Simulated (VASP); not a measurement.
# Be3CdSe4 (Pmn2_1) in VASP: band structure with PBE

Aim: the band structure of Be3CdSe4 with PBE.

Everything below comes from runs of VASP 6.6.1. Logs are shortened: lines on timing, memory, paths and dates and some standing lists are left out, and cuts for length are marked.

## (1) The structure

The structure is orthorhombic, space group Pmn2_1 (No. 31). The conventional cell has a = 7.678 Å, b = 6.613 Å, c = 6.297 Å, α = 90.00°, β = 90.00°, γ = 90.00°. Be (site symmetry m) has 4 Se at 2.23 to 2.28 Å as nearest neighbours. Be (site symmetry 1) has 4 Se at 2.24 to 2.32 Å as nearest neighbours. Cd (site symmetry m) is surrounded by 4 Se at 2.63 to 2.64 Å. Se (site symmetry m) is surrounded by 3 Be at 2.27 to 2.28 Å. Around Se (site symmetry 1) lie 3 Be at 2.23 to 2.27 Å. Around Se (site symmetry m) lie 3 Be at 2.28 to 2.32 Å.

The cell was built by a generator and needn't be a form met in nature.

## (2) Band structure, PBE

POSCAR reads:

```
Be3CdSe4
1.0
    7.6779300000      0.0000000000      0.0000000000
    0.0000000000      6.6127600000      0.0000000000
    0.0000000000      0.0000000000      6.2968800000
Be Cd Se
6 2 8
Direct
    0.5000000000      0.6827100000      0.4975210000
    0.7492590000      0.1615130000      0.4971260000
    0.2507410000      0.1615130000      0.4971260000
    0.0000000000      0.3172900000      0.9975210000
    0.2492590000      0.8384870000      0.9971260000
    0.7507410000      0.8384870000      0.9971260000
    0.0000000000      0.6622850000      0.5031560000
    0.5000000000      0.3377150000      0.0031560000
    0.5000000000      0.7125100000      0.8565940000
    0.7765440000      0.1487010000      0.8558870000
    0.2234560000      0.1487010000      0.8558870000
    0.5000000000      0.3449780000      0.4214480000
    0.0000000000      0.2874900000      0.3565940000
    0.2765440000      0.8512990000      0.3558870000
    0.7234560000      0.8512990000      0.3558870000
    0.0000000000      0.6550220000      0.9214480000
```

INCAR.step1 reads:

```
SYSTEM = Be3CdSe4
PREC = Accurate ; ENCUT = 520
EDIFF = 1E-6 ; ISMEAR = 0
SIGMA = 0.03 ; LREAL = .False.
LASPH = .True. ; NELM = 80
ALGO = Normal ; ISIF = 2
LWAVE = .False. ; LCHARG = .True.
GGA = PE ; KPAR = 4
```

KPOINTS.step1 reads:

```
Automatic mesh
0
Gamma
  4 4 4
  0 0 0
```

INCAR.step2 reads:

```
SYSTEM = Be3CdSe4
PREC = Accurate ; ENCUT = 520
EDIFF = 1E-6 ; ISMEAR = 0
SIGMA = 0.05 ; LREAL = .False.
LASPH = .True. ; NELM = 80
ALGO = Normal ; ISIF = 2
LWAVE = .False. ; LCHARG = .False.
GGA = PE ; KPAR = 4
ICHARG = 11
```

KPOINTS.step2 reads:

```
path GXSYGZURTZ,YT,UX,SR
10
line-mode
reciprocal
 0.0000000000  0.0000000000  0.0000000000  G
 0.0000000000  0.0000000000 -0.5000000000  X

 0.0000000000  0.0000000000 -0.5000000000  X
 0.0000000000 -0.5000000000 -0.5000000000  S

 0.0000000000 -0.5000000000 -0.5000000000  S
 0.0000000000 -0.5000000000  0.0000000000  Y

 0.0000000000 -0.5000000000  0.0000000000  Y
 0.0000000000  0.0000000000  0.0000000000  G

 0.0000000000  0.0000000000  0.0000000000  G
-0.5000000000  0.0000000000  0.0000000000  Z

-0.5000000000  0.0000000000  0.0000000000  Z
-0.5000000000  0.0000000000 -0.5000000000  U

-0.5000000000  0.0000000000 -0.5000000000  U
-0.5000000000 -0.5000000000 -0.5000000000  R

-0.5000000000 -0.5000000000 -0.5000000000  R
-0.5000000000 -0.5000000000  0.0000000000  T

-0.5000000000 -0.5000000000  0.0000000000  T
-0.5000000000  0.0000000000  0.0000000000  Z

 0.0000000000 -0.5000000000  0.0000000000  Y
-0.5000000000 -0.5000000000  0.0000000000  T

-0.5000000000  0.0000000000 -0.5000000000  U
 0.0000000000  0.0000000000 -0.5000000000  X

 0.0000000000 -0.5000000000 -0.5000000000  S
-0.5000000000 -0.5000000000 -0.5000000000  R
```

Potentials or basis: VASP PAW PBE potentials, release 64 (Be, Cd, Se).

Command:

```console
$ cat potpaw_PBE.64/Be/POTCAR potpaw_PBE.64/Cd/POTCAR potpaw_PBE.64/Se/POTCAR > POTCAR
$ cp INCAR.step1 INCAR
$ cp KPOINTS.step1 KPOINTS
$ mpirun -np 4 vasp_std > vasp.out
$ cp INCAR.step2 INCAR
$ cp KPOINTS.step2 KPOINTS
$ mpirun -np 4 vasp_std > vasp.out
```

OUTCAR:

```text
SYSTEM = Be3CdSe4
   PREC = Accurate
   ENCUT = 520
   EDIFF = 1E-6
   ISMEAR = 0
   LREAL = .False.
   LASPH = .True.
   NELM = 80
   ISIF = 2
   GGA = PE
   ICHARG = 11

 ion  position               nearest neighbor table
   1  0.500  0.683  0.498-  14 2.23  15 2.23   9 2.27  12 2.28
   2  0.749  0.162  0.497-  15 2.24  10 2.27  13 2.28  12 2.32
   3  0.251  0.162  0.497-  14 2.24  11 2.27  13 2.28  12 2.32
   4  0.000  0.317  0.998-  10 2.23  11 2.23  13 2.27  16 2.28
   5  0.249  0.838  0.997-  11 2.24  14 2.27   9 2.28  16 2.32
   6  0.751  0.838  0.997-  10 2.24  15 2.27   9 2.28  16 2.32
[... 8 lines left out ...]
  15  0.723  0.851  0.356-   1 2.23   2 2.24   6 2.27   7 2.63
  16  0.000  0.655  0.921-   4 2.28   5 2.32   6 2.32   7 2.63

  LATTYP: Found a simple orthorhombic cell.
 ALAT       =     6.2968800000
 B/A-ratio  =     1.0501645259
 C/A-ratio  =     1.2193229028

  Lattice vectors:

 A1 = (   0.0000000000,   0.0000000000,  -6.2968800000)
 A2 = (   0.0000000000,   6.6127600000,   0.0000000000)
 A3 = (   7.6779300000,   0.0000000000,   0.0000000000)

Analysis of symmetry for initial positions (statically):
=====================================================================
 Subroutine PRICEL returns:
 Original cell was already a primitive cell.

 Routine SETGRP: Setting up the symmetry group for a
 simple orthorhombic supercell.

 Subroutine GETGRP returns: Found  4 space group operations
 (whereof  2 operations were pure point group operations)
 out of a pool of  8 trial point group operations.

The static configuration has the point symmetry C_1h.
 The point group associated with its full space group is C_2v.

Analysis of symmetry for dynamics (positions and initial velocities):
=====================================================================
 Subroutine PRICEL returns:
 Original cell was already a primitive cell.

 Routine SETGRP: Setting up the symmetry group for a
 simple orthorhombic supercell.

 Subroutine GETGRP returns: Found  4 space group operations
 (whereof  2 operations were pure point group operations)
 out of a pool of  8 trial point group operations.

The dynamic configuration has the point symmetry C_1h.
 The point group associated with its full space group is C_2v.

 Subroutine INISYM returns: Found  4 space group operations
 (whereof  2 operations are pure point group operations),
 and found     1 'primitive' translations

----------------------------------------------------------------------------------------

                                     Primitive cell

  volume of cell :     319.7071
[... 122 lines left out ...]
   TEBEG  =    0.0;   TEEND  =   0.0 temperature during run
   PSTRESS=    0.0 pullay stress
   NELECT =      84.0000    total number of electrons
   NUPDOWN=      -1.0000    fix difference up-down
   EMIN   =  10.00;   EMAX   =-10.00  energy-range for DOS
   EFERMI =   0.00;   METHOD = LEGACY
   ISMEAR =     0;   SIGMA  =   0.05  broadening in eV -4-tet -1-fermi 0-gaus
   EFERMI_NEDOS =   21; number of points for ismear=-14 and -15
   IALGO  =     38    algorithm
   IMIX   =      4    mixing-type and parameters
     AMIX     =   0.40;   BMIX     =  1.00
     AMIX_MAG =   1.60;   BMIX_MAG =  1.00
  volume/ion in A,a.u.               =      19.98       134.84
  Fermi-wavevector in a.u.,A,eV,Ry     =   1.048537  1.981448 14.958655  1.099430
  Thomas-Fermi vector in A             =   2.183463
   LORBIT       =      0    0 simple, 1 ext, 2 COOP (PROOUT), +10 PAW based schemes
   GGA     = PE    functional components
   LHFCALC =     F    Hartree Fock is set to
   AEXX    =    0.0000 exact exchange contribution
   IVDW    =     0    specifies the selected vdW correction
   LEPSILON=     F    determine dielectric tensor
   LRPA    =     F    only Hartree local field effects (RPA)
 non-spin polarized calculation
 Gauss-broadening in eV      SIGMA  =   0.05
  energy-cutoff  :      520.00
  volume of cell :      319.71
 maximum number of plane-waves:      8664
 NGX is ok and might be reduce to    60

 number of electron      83.9999992 magnetization

 Free energy of the ion-electron system (eV)
  ---------------------------------------------------
  ext. energy  EPLUGINS =         0.00000000
  ---------------------------------------------------
  free energy    TOTEN  =       -63.35143471 eV

  energy without entropy =      -63.35143471  energy(sigma->0) =      -63.35143471

 E-fermi :   2.8013     XC(G=0):  -9.2506

 val. band max:        2.5273180399   @ k =   0.0000   0.0000   0.0000
 cond. band min:       5.0140301898   @ k =   0.0000   0.0000   0.0000
 fundamental gap:      2.4867121499
 Fermi energy:         2.8012885785

 k-point     1 :       0.0000    0.0000    0.0000
  band No.  band energies     occupation
      1     -10.8981      2.00000
      2     -10.0145      2.00000
      3      -9.9202      2.00000
      4      -9.8606      2.00000
      5      -9.7538      2.00000
      6      -9.5572      2.00000
[... 1285 lines left out ...]
     50       6.9459      0.00000
     51       7.5167      0.00000

 [... further k-points ...]

------------------------ aborting loop because EDIFF is reached ----------------------------------------

  FORCE on cell =-STRESS in cart. coord.  units (eV):
  Direction    XX          YY          ZZ          XY          YZ          ZX
  --------------------------------------------------------------------------------------
  -------------------------------------------------------------------------------------
  Total        0.7360519     -0.0105878     -0.0186899      0.0000000      0.0000000      0.0000000
  in kB        3.6886438     -0.0530595     -0.0936624      0.0000000      0.0000000      0.0000000
  external PRESSURE =       1.1806406 kB  Pullay stress =       0.0000000 kB

 VOLUME and BASIS-vectors are now :
 -----------------------------------------------------------------------------
  energy-cutoff  :      520.00
  volume of cell :      319.71
      direct lattice vectors                 reciprocal lattice vectors
     7.677930000  0.000000000  0.000000000     0.130243438  0.000000000  0.000000000
     0.000000000  6.612760000  0.000000000     0.000000000  0.151222787  0.000000000
     0.000000000  0.000000000  6.296880000     0.000000000  0.000000000  0.158808807

 POSITION                                       TOTAL-FORCE (eV/Angst)
 -----------------------------------------------------------------------------------
      3.83896      4.51460      3.13283        -0.000000     -0.015506     -0.004598
      5.75276      1.06805      3.13034        -0.001193     -0.002448     -0.004666
      1.92517      1.06805      3.13034         0.001193     -0.002448     -0.004666
      0.00000      2.09816      6.28127        -0.000000      0.015506     -0.004598
      1.91379      5.54471      6.27878        -0.001193      0.002448     -0.004666
      5.76414      5.54471      6.27878         0.001193      0.002448     -0.004666
[... 8 lines left out ...]
      5.55464      5.62944      2.24098         0.042073      0.006512     -0.003513
      0.00000      4.33150      5.80225        -0.000000     -0.010642      0.021265
 -----------------------------------------------------------------------------------
    total drift:                                0.000000     -0.000000     -0.004344

  FREE ENERGIE OF THE ION-ELECTRON SYSTEM (eV)
  ---------------------------------------------------
  free  energy   TOTEN  =       -63.3514347082 eV

  energy  without entropy=      -63.3514347082  energy(sigma->0) =      -63.35143471
```

OUTCAR.step1:

```text
SYSTEM = Be3CdSe4
   PREC = Accurate
   ENCUT = 520
   EDIFF = 1E-6
   ISMEAR = 0
   LREAL = .False.
   LASPH = .True.
   NELM = 80
[... 1569 lines left out ...]
      5.76414      5.54471      6.27878        -0.000781     -0.001947      0.001046
[... 8 lines left out ...]
      5.55464      5.62944      2.24098         0.000302      0.000030     -0.000794
      0.00000      4.33150      5.80225         0.000000      0.000572      0.000720
 -----------------------------------------------------------------------------------
    total drift:                               -0.000000     -0.000000     -0.001796

  FREE ENERGIE OF THE ION-ELECTRON SYSTEM (eV)
  ---------------------------------------------------
  free  energy   TOTEN  =       -63.4373103833 eV

  energy  without entropy=      -63.4373103833  energy(sigma->0) =      -63.43731038
```

OSZICAR.step1:

```text
N       E                     dE             d eps       ncg     rms          rms(c)
DAV:   1     0.476140372661E+03    0.47614E+03   -0.36360E+04  2754   0.143E+03
DAV:   2    -0.231696990780E+02   -0.49931E+03   -0.48566E+03  3307   0.284E+02
DAV:   3    -0.645161969168E+02   -0.41346E+02   -0.41143E+02  3252   0.873E+01
DAV:   4    -0.653107449451E+02   -0.79455E+00   -0.79155E+00  3332   0.127E+01
DAV:   5    -0.653282476537E+02   -0.17503E-01   -0.17481E-01  3332   0.173E+00    0.112E+01
DAV:   6    -0.636816507076E+02    0.16466E+01   -0.26280E+00  3412   0.143E+01    0.875E+00
DAV:   7    -0.634304449566E+02    0.25121E+00   -0.24164E+00  3292   0.625E+00    0.340E+00
DAV:   8    -0.634354147651E+02   -0.49698E-02   -0.36319E-01  3158   0.454E+00    0.120E+00
DAV:   9    -0.634387608771E+02   -0.33461E-02   -0.56364E-02  3316   0.206E+00    0.327E-01
DAV:  10    -0.634369184848E+02    0.18424E-02   -0.10523E-02  3195   0.804E-01    0.104E-01
DAV:  11    -0.634373299171E+02   -0.41143E-03   -0.43632E-03  3276   0.357E-01    0.881E-02
DAV:  12    -0.634372673755E+02    0.62542E-04   -0.46387E-04  3180   0.169E-01    0.445E-02
DAV:  13    -0.634373198182E+02   -0.52443E-04   -0.85186E-05  3076   0.419E-02    0.380E-02
DAV:  14    -0.634373100246E+02    0.97936E-05   -0.49440E-05  3428   0.545E-02    0.637E-03
DAV:  15    -0.634373105874E+02   -0.56279E-06   -0.17366E-05  3204   0.210E-02    0.379E-03
DAV:  16    -0.634373103833E+02    0.20412E-06   -0.25060E-06  2396   0.126E-02
   1 F= -.63437310E+02 E0= -.63437310E+02  d E =-.602065E-17
```

It took 10 min on 4 MPI ranks of Intel Xeon Platinum 8488C (Sapphire Rapids), shared host; peak memory 1.5 GiB.

Results:

```
Band gap on the k mesh  : 2.49 eV, direct
Band gap along the path : 2.49 eV, direct
```

Levels at the corners of the path, in eV from the valence-band top:
| point | band 40 | band 41 | band 42 | band 43 | band 44 | band 45 |
| --- | --- | --- | --- | --- | --- | --- |
| Γ | -0.27 | -0.16 | 0.00 | 2.49 | 2.93 | 3.21 |
| X | -0.64 | -0.44 | -0.44 | 3.00 | 3.00 | 3.63 |
| X | -0.64 | -0.44 | -0.44 | 3.00 | 3.00 | 3.63 |
| S | -1.11 | -0.70 | -0.70 | 3.05 | 3.05 | 3.40 |
| S | -1.11 | -0.70 | -0.70 | 3.05 | 3.05 | 3.40 |
| Y | -0.77 | -0.42 | -0.32 | 2.72 | 3.14 | 3.60 |
| Y | -0.77 | -0.42 | -0.32 | 2.72 | 3.14 | 3.60 |
| Γ | -0.27 | -0.16 | 0.00 | 2.49 | 2.93 | 3.21 |
| Γ | -0.27 | -0.16 | 0.00 | 2.49 | 2.93 | 3.21 |
| Z | -0.74 | -0.64 | -0.64 | 3.64 | 3.64 | 3.81 |
| Z | -0.74 | -0.64 | -0.64 | 3.64 | 3.64 | 3.81 |
| U | -1.15 | -0.66 | -0.66 | 3.60 | 3.60 | 4.07 |
| U | -1.15 | -0.66 | -0.66 | 3.60 | 3.60 | 4.07 |
| R | -1.07 | -0.93 | -0.93 | 3.46 | 3.46 | 4.22 |
| R | -1.07 | -0.93 | -0.93 | 3.46 | 3.46 | 4.22 |
| T | -1.14 | -0.69 | -0.69 | 3.54 | 3.54 | 4.15 |
| T | -1.14 | -0.69 | -0.69 | 3.54 | 3.54 | 4.15 |
| Z | -0.74 | -0.64 | -0.64 | 3.64 | 3.64 | 3.81 |
| Y | -0.77 | -0.42 | -0.32 | 2.72 | 3.14 | 3.60 |
| T | -1.14 | -0.69 | -0.69 | 3.54 | 3.54 | 4.15 |
| U | -1.15 | -0.66 | -0.66 | 3.60 | 3.60 | 4.07 |
| X | -0.64 | -0.44 | -0.44 | 3.00 | 3.00 | 3.63 |
| S | -1.11 | -0.70 | -0.70 | 3.05 | 3.05 | 3.40 |
| R | -1.07 | -0.93 | -0.93 | 3.46 | 3.46 | 4.22 |

Caveat: the log is that of the step along the path at fixed density, whose energy, stress, charges and moments have no meaning. As with any semilocal functional, this PBE gap is likely too small.
